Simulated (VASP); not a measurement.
Computed with PBEsol GGA, VASP's PBE PAW potentials (set 64) (plane waves; VASP).

Input for VASP

File POSCAR:
```
Rh
1
   -2.3580974945     2.3580974945     1.3381527887
    2.3580974945    -2.3580974945     1.3381527887
    2.3580974945     2.3580974945    -1.3381527887
Rh
2
Direct
  0.7500000000   0.2500000000   0.5000000000
  0.0000000000   0.0000000000   0.0000000000
```

### INCAR
```
SYSTEM = Rh
PREC = Accurate
ENCUT = 400
EDIFF = 1E-6
NELM = 100
ALGO = Normal
LREAL = .FALSE.
LASPH = .TRUE.
ISMEAR = 1
SIGMA = 0.1
GGA = PS
LMAXMIX = 4
LWAVE = .FALSE.
LCHARG = .FALSE.
IBRION = 2
ISIF = 3
NSW = 60
EDIFFG = -0.01
```

File KPOINTS:
```
kpoints
0
gamma
  14 14 14
0 0 0
```

POTCAR, in this order: Rh_pv (PBE.64 set). Program: vasp_std.

The run wrote:

**OUTCAR**
```
 ion  position               nearest neighbor table
   1  0.750  0.250  0.500-   2 2.45   2 2.45   2 2.45   2 2.45   2 3.10   2 3.10   2 3.10   2 3.10
  LATTYP: Found a body centered tetragonal cell.
 ALAT       =     4.7161949890
 C/A-ratio  =     0.5674713585
 Subroutine PRICEL returns:
 Original cell was already a primitive cell.
 Subroutine GETGRP returns: Found 16 space group operations
The static configuration has the point symmetry D_2d.
 The point group associated with its full space group is D_4h.
The dynamic configuration has the point symmetry D_2d.
 Subroutine INISYM returns: Found 16 space group operations
 Subroutine IBZKPT returns following result:
 Found    244 irreducible k-points:

 Following reciprocal coordinates:
            Coordinates               Weight
  0.000000  0.000000  0.000000      1.000000
  0.071429 -0.000000  0.000000      8.000000
  0.142857  0.000000 -0.000000      8.000000
  0.214286 -0.000000  0.000000      8.000000
  0.285714  0.000000  0.000000      8.000000
  0.357143  0.000000  0.000000      8.000000
  0.428571 -0.000000  0.000000      8.000000
  0.500000 -0.000000  0.000000      4.000000
...
```

OSZICAR:
```
       N       E                     dE             d eps       ncg     rms          rms(c)
DAV:   1     0.278072598365E+03    0.27807E+03   -0.16689E+04  9576   0.148E+03
DAV:   2    -0.924842706312E+01   -0.28732E+03   -0.27988E+03  9796   0.464E+02
DAV:   3    -0.158750907262E+02   -0.66267E+01   -0.64593E+01  9950   0.783E+01
DAV:   4    -0.159315383241E+02   -0.56448E-01   -0.56410E-01  9983   0.744E+00
DAV:   5    -0.159324525796E+02   -0.91426E-03   -0.91423E-03 10025   0.970E-01    0.141E+01
DAV:   6    -0.150709219054E+02    0.86153E+00   -0.29103E+00  9415   0.174E+01    0.503E+00
DAV:   7    -0.150446330895E+02    0.26289E-01   -0.43058E-02  9950   0.171E+00    0.241E+00
DAV:   8    -0.150380400180E+02    0.65931E-02   -0.59084E-03  9730   0.974E-01    0.189E-01
DAV:   9    -0.150379054971E+02    0.13452E-03   -0.19127E-04  9950   0.175E-01    0.334E-02
DAV:  10    -0.150379116916E+02   -0.61945E-05   -0.73113E-06  9847   0.278E-02    0.548E-03
DAV:  11    -0.150379102642E+02    0.14274E-05   -0.62334E-07  5371   0.665E-03    0.103E-03
DAV:  12    -0.150379101563E+02    0.10798E-06   -0.64304E-08  4888   0.272E-03
   1 F= -.15037910E+02 E0= -.15037465E+02  d E =-.150379E+02
       N       E                     dE             d eps       ncg     rms          rms(c)
DAV:   1    -0.150437965669E+02   -0.58863E-02   -0.11445E-01  9356   0.384E+00    0.534E-01
DAV:   2    -0.150380323188E+02    0.57642E-02   -0.18945E-02  9371   0.146E+00    0.107E-01
DAV:   3    -0.150379017372E+02    0.13058E-03   -0.38407E-04  9773   0.158E-01    0.571E-02
DAV:   4    -0.150378933710E+02    0.83662E-05   -0.55370E-05 10116   0.616E-02    0.193E-02
DAV:   5    -0.150378945219E+02   -0.11509E-05   -0.62547E-06  9820   0.238E-02    0.306E-03
DAV:   6    -0.150378944175E+02    0.10433E-06   -0.68928E-07  4924   0.830E-03
   2 F= -.15037894E+02 E0= -.15037471E+02  d E =0.157387E-04
       N       E                     dE             d eps       ncg     rms          rms(c)
DAV:   1    -0.150397172800E+02   -0.18228E-02   -0.34257E-02  9335   0.210E+00    0.294E-01
DAV:   2    -0.150379842524E+02    0.17330E-02   -0.56377E-03  9368   0.799E-01    0.581E-02
DAV:   3    -0.150379507394E+02    0.33513E-04   -0.11657E-04  9752   0.871E-02    0.309E-02
DAV:   4    -0.150379528880E+02   -0.21486E-05   -0.16510E-05 10071   0.337E-02    0.104E-02
DAV:   5    -0.150379544949E+02   -0.16070E-05   -0.17995E-06  7786   0.130E-02    0.163E-03
DAV:   6    -0.150379544437E+02    0.51184E-07   -0.24618E-07  4714   0.508E-03
   3 F= -.15037954E+02 E0= -.15037519E+02  d E =-.442875E-04
       N       E                     dE             d eps       ncg     rms          rms(c)
DAV:   1    -0.150387383129E+02   -0.78382E-03   -0.21277E-02  9497   0.134E+00    0.187E-01
DAV:   2    -0.150380274286E+02    0.71088E-03   -0.12644E-03  9529   0.366E-01    0.518E-02
DAV:   3    -0.150379603414E+02    0.67087E-04   -0.16504E-04 10054   0.924E-02    0.162E-02
DAV:   4    -0.150379583614E+02    0.19800E-05   -0.75695E-06 10423   0.289E-02    0.729E-03
DAV:   5    -0.150379584461E+02   -0.84716E-07   -0.11336E-06  5164   0.112E-02
   4 F= -.15037958E+02 E0= -.15037540E+02  d E =-.400237E-05
       N       E                     dE             d eps       ncg     rms          rms(c)
DAV:   1    -0.150381406602E+02   -0.18230E-03   -0.47441E-03  9503   0.633E-01    0.882E-02
DAV:   2    -0.150379816064E+02    0.15905E-03   -0.28168E-04  9523   0.173E-01    0.244E-02
DAV:   3    -0.150379671435E+02    0.14463E-04   -0.36251E-05 10046   0.433E-02    0.764E-03
DAV:   4    -0.150379667092E+02    0.43434E-06   -0.15090E-06  5693   0.136E-02
   5 F= -.15037967E+02 E0= -.15037540E+02  d E =-.122654E-04
```

**OUTCAR**
```
------------------------ aborting loop because EDIFF is reached ----------------------------------------
  FORCE on cell =-STRESS in cart. coord.  units (eV):
  Direction    XX          YY          ZZ          XY          YZ          ZX
  --------------------------------------------------------------------------------------
  Total        0.0054032      0.0054032     -0.0030502      0.0000000     -0.0000000      0.0000000
  in kB        0.2905585      0.2905585     -0.1640239      0.0000000     -0.0000000      0.0000000
  external PRESSURE =       0.1390311 kB  Pullay stress =       0.0000000 kB
  volume of cell :       29.79
      direct lattice vectors                 reciprocal lattice vectors
    -2.357692104  2.357692104  1.339956042     0.000000000  0.212071797  0.373146569
     2.357692104 -2.357692104  1.339956042     0.212071797  0.000000000  0.373146569
     2.357692104  2.357692104 -1.339956042     0.212071797  0.212071797  0.000000000
 POSITION                                       TOTAL-FORCE (eV/Angst)
 -----------------------------------------------------------------------------------
      0.00000      2.35769      0.66998        -0.000000     -0.000000     -0.000000
      0.00000     -0.00000      0.00000         0.000000      0.000000      0.000000
 -----------------------------------------------------------------------------------
    total drift:                                0.000000      0.000000      0.000000
  FREE ENERGIE OF THE ION-ELECTRON SYSTEM (eV)
  ---------------------------------------------------
  free  energy   TOTEN  =       -15.0379667092 eV

  energy  without entropy=      -15.0366873969  energy(sigma->0) =      -15.03754027

 reached required accuracy - stopping structural energy minimisation
```
(Selected blocks of OUTCAR.)

File CONTCAR:
```
Rh
   1.00000000000000
    -2.3576921035458147    2.3576921035458147    1.3399560418274723
     2.3576921035458147   -2.3576921035458147    1.3399560418274723
     2.3576921035458147    2.3576921035458147   -1.3399560418274723
  Rh
     2
Direct
     0.7500000000000000    0.2500000000000000    0.5000000000000000
     0.0000000000000000    0.0000000000000000    0.0000000000000000
```

The structure was generated: Rh was put into the beta-Sn type (I4_1/amd), which need not be its known phase. This run relaxes it. Symmetry was kept, so distortions that lower it aren't found. The start is the result of an earlier pass.
